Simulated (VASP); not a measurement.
Output of a VASP run:

File OSZICAR:
```
       N       E                     dE             d eps       ncg     rms          rms(c)
DAV:   1     0.876761818998E+02    0.87676E+02   -0.11601E+04  1920   0.137E+03
DAV:   2    -0.514095090604E+01   -0.92817E+02   -0.91962E+02  2438   0.286E+02
DAV:   3    -0.124575447171E+02   -0.73166E+01   -0.72444E+01  3705   0.476E+01
DAV:   4    -0.126149600593E+02   -0.15742E+00   -0.15741E+00  2207   0.790E+00
DAV:   5    -0.126202432356E+02   -0.52832E-02   -0.52832E-02  2834   0.103E+00    0.307E+01
DAV:   6    -0.122708859599E+02    0.34936E+00   -0.48348E-01  1927   0.497E+00    0.192E+01
DAV:   7    -0.122080655941E+02    0.62820E-01   -0.96302E-01  2245   0.660E+00    0.179E+00
DAV:   8    -0.121980686322E+02    0.99970E-02   -0.20088E-01  2333   0.286E+00    0.135E+00
DAV:   9    -0.121967181054E+02    0.13505E-02   -0.33578E-03  2733   0.421E-01    0.322E-01
DAV:  10    -0.121967477875E+02   -0.29682E-04   -0.29738E-03  2074   0.547E-01    0.512E-01
DAV:  11    -0.121965511651E+02    0.19662E-03   -0.39817E-04  2152   0.201E-01    0.423E-02
DAV:  12    -0.121965449477E+02    0.62174E-05   -0.33883E-05  2579   0.522E-02    0.212E-02
DAV:  13    -0.121965474096E+02   -0.24618E-05   -0.65272E-06  2263   0.263E-02    0.343E-03
DAV:  14    -0.121965471918E+02    0.21774E-06   -0.19019E-07  2196   0.259E-03    0.271E-03
DAV:  15    -0.121965469813E+02    0.21052E-06   -0.34998E-08  1478   0.205E-03    0.441E-04
DAV:  16    -0.121965469901E+02   -0.87998E-08   -0.54526E-09  1338   0.661E-04
   1 F= -.12196547E+02 E0= -.12195976E+02  d E =-.121965E+02
       N       E                     dE             d eps       ncg     rms          rms(c)
DAV:   1    -0.121975840073E+02   -0.10370E-02   -0.49992E-02  1920   0.180E+00    0.169E-01
DAV:   2    -0.121970291187E+02    0.55489E-03   -0.13934E-03  2081   0.267E-01    0.877E-02
DAV:   3    -0.121967819175E+02    0.24720E-03   -0.68563E-04  2487   0.198E-01    0.509E-02
DAV:   4    -0.121967863749E+02   -0.44574E-05   -0.22273E-05  2361   0.351E-02    0.196E-02
DAV:   5    -0.121967829033E+02    0.34716E-05   -0.94023E-06  2557   0.243E-02    0.372E-03
DAV:   6    -0.121967830711E+02   -0.16779E-06   -0.32997E-07  2199   0.416E-03    0.163E-03
DAV:   7    -0.121967829925E+02    0.78603E-07   -0.20238E-08  1205   0.147E-03
   2 F= -.12196783E+02 E0= -.12196263E+02  d E =-.236002E-03
       N       E                     dE             d eps       ncg     rms          rms(c)
DAV:   1    -0.121972429484E+02   -0.45988E-03   -0.25388E-02  1920   0.128E+00    0.121E-01
DAV:   2    -0.121969604862E+02    0.28246E-03   -0.70826E-04  2074   0.191E-01    0.624E-02
DAV:   3    -0.121968336907E+02    0.12680E-03   -0.35479E-04  2452   0.142E-01    0.356E-02
DAV:   4    -0.121968360308E+02   -0.23401E-05   -0.11668E-05  2333   0.253E-02    0.139E-02
DAV:   5    -0.121968341118E+02    0.19190E-05   -0.46867E-06  2550   0.171E-02    0.268E-03
DAV:   6    -0.121968342275E+02   -0.11567E-06   -0.15280E-07  1527   0.296E-03    0.109E-03
DAV:   7    -0.121968341716E+02    0.55894E-07   -0.20199E-08  1142   0.143E-03
   3 F= -.12196834E+02 E0= -.12196354E+02  d E =-.287181E-03
```

File OUTCAR:
```
------------------------ aborting loop because EDIFF is reached ----------------------------------------
  FORCE on cell =-STRESS in cart. coord.  units (eV):
  Direction    XX          YY          ZZ          XY          YZ          ZX
  --------------------------------------------------------------------------------------
  Total       -0.8542548     -0.8542550     -0.8532317      0.0000000      0.0000000     -0.0000000
  in kB      -19.0402507    -19.0402539    -19.0174475      0.0000000      0.0000000     -0.0000000
  external PRESSURE =     -19.0326507 kB  Pullay stress =       0.0000000 kB
  volume of cell :       71.88
      direct lattice vectors                 reciprocal lattice vectors
     1.882088249 -3.259872742  0.000000000     0.265662357 -0.153380221  0.000000000
     1.882088249  3.259872742  0.000000000     0.265662357  0.153380221 -0.000000000
     0.000000000  0.000000000  5.858072374    -0.000000000  0.000000000  0.170704617
 POSITION                                       TOTAL-FORCE (eV/Angst)
 -----------------------------------------------------------------------------------
      1.88209      1.08663      1.46452        -0.000000      0.000000      0.000000
      1.88209     -1.08663      4.39355         0.000000     -0.000000      0.000000
 -----------------------------------------------------------------------------------
    total drift:                               -0.000075      0.000531     -0.000009
  FREE ENERGIE OF THE ION-ELECTRON SYSTEM (eV)
  ---------------------------------------------------
  free  energy   TOTEN  =       -12.1968341716 eV

  energy  without entropy=      -12.1953923789  energy(sigma->0) =      -12.19635357

 reached required accuracy - stopping structural energy minimisation
```
(Selected blocks of OUTCAR.)

**POSCAR**
```
Y
1
    1.8858052188    -3.2663107452     0.0000000000
    1.8858052188     3.2663107452     0.0000000000
    0.0000000000     0.0000000000     5.8350022741
Y
2
Direct
  0.3333330000   0.6666670000   0.2500000000
  0.6666670000   0.3333330000   0.7500000000
```

### Question
Write an INCAR and KPOINTS that could have produced this output.

### Answer
One answer among several that fit: the input of the run itself, RPBE GGA, plane waves, VASP's PBE PAW potentials (set 64).

### INCAR
```
SYSTEM=Y
PREC=Accurate; ENCUT=520; LREAL=.FALSE.
LASPH=.TRUE.
EDIFF=1E-7; NELM=100; ALGO=Normal
LMAXMIX=4
ISMEAR=1; SIGMA=0.1
GGA=RP
IBRION=2; NSW=30; ISIF=4
EDIFFG=-0.01
LWAVE=.FALSE.; LCHARG=.FALSE.
```

**KPOINTS**
```
Automatic
0
gamma
 11 11 7
0 0 0
```

POTCAR, in this order: Y_sv (PBE.64 set). Program: vasp_std.

The compound is Y in the hcp structure. This cell is one point of a volume scan, at 1.06 of the reference volume. Symmetry was kept, so distortions that lower it aren't found.
